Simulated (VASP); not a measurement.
**How biaxial strain in the (110) plane changes Ta**

Wanted: the elastic response of Ta to biaxial strain in the (110) plane, with a fit that predicts a row left out.

Program: VASP 6.6.1. Level of theory: PBEsol; plane waves and PAW (Ta_pv), in the first sound run; inputs show where later runs differ. Results are calculated unless marked as measured.

### 1. The structure

It takes space group Im-3m (No. 229, cubic). The conventional cell has a = 3.310 Å, b = 3.310 Å, c = 3.310 Å, α = 90.00°, β = 90.00°, γ = 90.00°. Ta has 8 Ta at 2.87 Å nearest.

Coordinates:

```cif
data_structure
_symmetry_space_group_name_H-M 'Im-3m'
_symmetry_Int_Tables_number 229
_cell_length_a 3.3100
_cell_length_b 3.3100
_cell_length_c 3.3100
_cell_angle_alpha 90.000
_cell_angle_beta 90.000
_cell_angle_gamma 90.000
_cell_volume 36.26
loop_
_atom_site_label
_atom_site_type_symbol
_atom_site_symmetry_multiplicity
_atom_site_Wyckoff_symbol
_atom_site_fract_x
_atom_site_fract_y
_atom_site_fract_z
_atom_site_occupancy
Ta1 Ta 2 a 0.00000 0.00000 0.00000 1
```

### 2. Relax the crystal, PBEsol

The series starts from the cell that this level prefers, so that zero strain is near zero stress.

This step took 2 runs in a row; the last is shown.

Level: PBEsol; plane waves and PAW (Ta_pv).

Contents of INCAR:

```
SYSTEM = Ta
PREC = Accurate
ENCUT = 450
EDIFF = 1E-07
NELM = 120
ISMEAR = 1
SIGMA = 0.15
LREAL = .FALSE.
ALGO = Normal
GGA = PS
NBANDS = 11
LASPH = .TRUE.
LORBIT = 11
LWAVE = .FALSE.
LCHARG = .FALSE.
KPAR = 8
IBRION = 2
NSW = 40
ISIF = 3
EDIFFG = -0.005
POTIM = 0.4
```

Contents of POSCAR:

```
Ta
1.0
   -1.6408621308      1.6408621308      1.6408621308
    1.6408621308     -1.6408621308      1.6408621308
    1.6408621308      1.6408621308     -1.6408621308
Ta
1
Direct
    0.0000000000      0.0000000000      0.0000000000
```

Contents of KPOINTS:

```
Automatic mesh
0
Gamma
25 25 25
0 0 0
```

The projector-augmented-wave data sets are Ta_pv (PBE family, release 64).

Command:

```console
$ mpirun -np 8 vasp_std
```

What it wrote:

```text
[banner, memory and clock lines left out]
running    8 mpi-ranks, on    1 nodes
[...]
|                                                                             |
|           W    W    AA    RRRRR   N    N  II  N    N   GGGG   !!!           |
|           W    W   A  A   R    R  NN   N  II  NN   N  G    G  !!!           |
|           W    W  A    A  R    R  N N  N  II  N N  N  G       !!!           |
|           W WW W  AAAAAA  RRRRR   N  N N  II  N  N N  G  GGG   !            |
|           WW  WW  A    A  R   R   N   NN  II  N   NN  G    G                |
|           W    W  A    A  R    R  N    N  II  N    N   GGGG   !!!           |
|                                                                             |
|     For optimal performance we recommend to set                             |
|       NCORE = 2 up to number-of-cores-per-socket                            |
|     NCORE specifies how many cores store one orbital (NPAR=cpu/NCORE).      |
|     This setting can greatly improve the performance of VASP for DFT.       |
[...]
|     You enforced a specific xc type in the INCAR file but a different       |
|     [... a line on the potential file left out ...]
|     I HOPE YOU KNOW WHAT YOU ARE DOING!                                     |
|                                                                             |

 LDA part: xc-table for (Slater+PW92), standard interpolation
 POSCAR, INCAR and KPOINTS ok, starting setup
[...]
entering main loop
       N       E                     dE             d eps       ncg     rms          rms(c)
DAV:   1     0.526473496335E+02    0.52647E+02   -0.57769E+03 10034   0.860E+02
DAV:   2    -0.121525558306E+02   -0.64800E+02   -0.63357E+02 11182   0.236E+02
DAV:   3    -0.130462728706E+02   -0.89372E+00   -0.87701E+00 12220   0.268E+01
DAV:   4    -0.130492629540E+02   -0.29901E-02   -0.29887E-02 11024   0.160E+00
[...]
DAV:   9    -0.125503327502E+02    0.26770E-05   -0.58418E-05 11514   0.813E-02    0.210E-02
DAV:  10    -0.125503302069E+02    0.25433E-05   -0.23401E-06 11945   0.172E-02    0.356E-03
DAV:  11    -0.125503302019E+02    0.50645E-08   -0.14753E-07  9975   0.433E-03
   1 F= -.12550330E+02 E0= -.12550225E+02  d E =-.125503E+02
[...]
reached required accuracy - stopping structural energy minimisation
```

Elapsed: 6.2 s, on 8 MPI ranks of Intel Xeon 6975P-C (Granite Rapids), shared host; peak memory 1.4 GiB; 43 s of CPU time.

The logs omit lines about the potential files and the build; timing stands in the text.

OUTCAR, selected parts (step 2):

```text
  Total       -0.0006221     -0.0006221     -0.0006221     -0.0000000     -0.0000000      0.0000000
  in kB       -0.0564017     -0.0564017     -0.0564017     -0.0000000     -0.0000000      0.0000000
  external PRESSURE =      -0.0564017 kB  Pullay stress =       0.0000000 kB

 POSITION                                       TOTAL-FORCE (eV/Angst)
 -----------------------------------------------------------------------------------
      0.00000      0.00000      0.00000         0.000000      0.000000      0.000000
 -----------------------------------------------------------------------------------
    total drift:                                0.000000      0.000000      0.000000

  FREE ENERGIE OF THE ION-ELECTRON SYSTEM (eV)
  ---------------------------------------------------
  free  energy   TOTEN  =       -12.5503302019 eV

  energy  without entropy=      -12.5500153902  energy(sigma->0) =      -12.55022526

 reached required accuracy - stopping structural energy minimisation

[... 3 further parts left out ...]
[key lines of the parts left out:]
E-fermi :   5.4602
```

Numbers from this step:

```
energy(sigma→0) of the program : -12.5502 eV
stress, compression positive   : -0.01 along [110], -0.01 across it (mean), GPa
volume                         : 17.672 Å³
ionic steps                    : 1
```

### 3. Strain along the normal, PBEsol

One member in full: the plane is strained by 0.5 %, and the strain along the normal is moved by secant steps until the normal stress is under 0.012 GPa or five steps are spent; the atoms relax at each step.

This step took 3 runs, each at a new trial strain with the atoms of the one before; the last is shown.

Level: PBEsol; plane waves and PAW (Ta_pv).

INCAR: that of step 2 with these lines changed.

```diff
@@ -15,7 +15,7 @@
 LCHARG = .FALSE.
-KPAR = 8
-IBRION = 2
-NSW = 40
-ISIF = 3
-EDIFFG = -0.005
-POTIM = 0.4
+KPAR = 2
+IBRION = 1
+NSW = 25
+ISIF = 2
+EDIFFG = -0.004
+POTIM = 0.3
```

Contents of POSCAR:

```
Ta
1.0
   -1.6490664410      1.6490664410      1.6490664410
    1.6490664410     -1.6490664410      1.6490664410
    1.6319154290      1.6319154290     -1.6490664410
Ta
1
Direct
    0.0000000000      0.0000000000      0.0000000000
```

KPOINTS is that of step 2.

Command:

```console
$ mpirun -np 2 vasp_std
```

What it wrote:

```text
[banner, memory and clock lines left out]
running    2 mpi-ranks, on    1 nodes
[...]
[... a notice as in an earlier step ...]

 LDA part: xc-table for (Slater+PW92), standard interpolation
 POSCAR, INCAR and KPOINTS ok, starting setup
[...]
entering main loop
       N       E                     dE             d eps       ncg     rms          rms(c)
DAV:   1     0.512160609810E+02    0.51216E+02   -0.58297E+03 48474   0.860E+02
DAV:   2    -0.122033850765E+02   -0.63419E+02   -0.62019E+02 53749   0.233E+02
DAV:   3    -0.130493109837E+02   -0.84593E+00   -0.83711E+00 58991   0.263E+01
DAV:   4    -0.130520804663E+02   -0.27695E-02   -0.27685E-02 53228   0.159E+00
[...]
DAV:   9    -0.125496150454E+02    0.53567E-05   -0.66107E-05 55841   0.860E-02    0.212E-02
DAV:  10    -0.125496125523E+02    0.24931E-05   -0.27498E-06 57848   0.181E-02    0.378E-03
DAV:  11    -0.125496125203E+02    0.32000E-07   -0.22986E-07 54484   0.519E-03
   1 F= -.12549613E+02 E0= -.12549524E+02  d E =-.125496E+02
 BRION: g(F)=  0.253E-62 g(S)=  0.000E+00
 reached required accuracy - stopping structural energy minimisation
```

It took 80 s on 2 MPI ranks; peak memory 0.84 GiB.

From OUTCAR (step 3):

```text
  Total       -0.0790480     -0.0790480     -0.1460024      0.0789641      0.0000000      0.0000000
  in kB       -7.1345609     -7.1345609    -13.1776066      7.1269916      0.0000000      0.0000000
  external PRESSURE =      -9.1489094 kB  Pullay stress =       0.0000000 kB

 POSITION                                       TOTAL-FORCE (eV/Angst)
 -----------------------------------------------------------------------------------
      0.00000      0.00000      0.00000        -0.000000     -0.000000     -0.000000
 -----------------------------------------------------------------------------------
    total drift:                                0.000000     -0.000000      0.000000

  FREE ENERGIE OF THE ION-ELECTRON SYSTEM (eV)
  ---------------------------------------------------
  free  energy   TOTEN  =       -12.5496125203 eV

  energy  without entropy=      -12.5493455272  energy(sigma->0) =      -12.54952352

[... 1 part as in an earlier step ...]

[... 3 further parts left out ...]
[key lines of the parts left out:]
E-fermi :   5.4231
```

Numbers from this step:

- energy(sigma→0) of the program: -12.5495 eV
- stress, compression positive: 0.00 along [110], -1.37 across it (mean), GPa
- ionic steps: 1

### 4. The table

The other members went through these steps as far as the tables show, with the same cutoff and, step by step, the same mesh; 25 runs are not shown. The session took 1.1 core hours (wall time by ranks) on a shared machine.

```
in-plane strain (%)  strain along the normal (%)  mean of the two in-plane stresses, tension positive (GPa)  energy above the unstrained row, extrapolated to no smearing (meV/atom)
             -2.000                        2.152                                                     -6.473                                                                   13.715
             -1.500                        1.603                                                     -4.735                                                                    7.518
             -1.000                        1.072                                                     -3.047                                                                    3.215
             -0.500                        0.541                                                     -1.445                                                                    0.771
                  0                        0.000                                                      0.006                                                                    0.000
              0.500                       -0.545                                                      1.372                                                                    0.702
              1.000                       -1.058                                                      2.724                                                                    2.884
              1.500                       -1.566                                                          ?                                                                        ?
              2.000                       -2.087                                                      5.242                                                                   11.643
```

### 5. Stress from the known rows

Fitting a parabola to the 8 known rows (e: strain in %) gives stress = − 0.1546 e² + 2.917 e − 0.001319 in GPa; the residuals are 0.032 GPa r.m.s.

For the withheld row, e = 1.5, the fit gives 4.026 GPa.

### 6. Checking the prediction

The calculation gives 4.033 GPa, so the prediction is 0.007 GPa too low, within twice the residual of the fit.

Slopes at zero strain, from cubics through all rows: strain ratio -1.066, stress over strain 287 GPa.

### 7. Results

| Quantity | Value |
| --- | --- |
| error of the predicted stress | -0.007 GPa |
| ratio of normal to in-plane strain | -1.066 |
| biaxial modulus | 287 GPa |

**Reading.** As a check, the curvature of the energy gives 279 GPa for the same modulus (energy per volume = M × strain²), 3 % from the slope of the stress; these energies are extrapolated to no smearing, while the stress belongs to the free energy, so part of the difference may come from that. These are static values: temperature and zero-point motion are left out. In a metal the slopes also depend on mesh and smearing, which were held through the series.

[Lines on the potential files, build, host, timing and source positions are cut from VASP's logs without a mark.]

[Logs are printed without paths, hosts, clocks, repeated set-up lines and the standing remarks that a program may print on its own settings, such as how far it seeks lower states.]

[Hosts, paths, dates, database ids (printed as entryN), source tags and the programs' standing remarks are cut or masked in the printed files.]

[In band tables of VASP the shares of atoms and orbitals are scaled to a sum of 1 inside the atoms' spheres.]
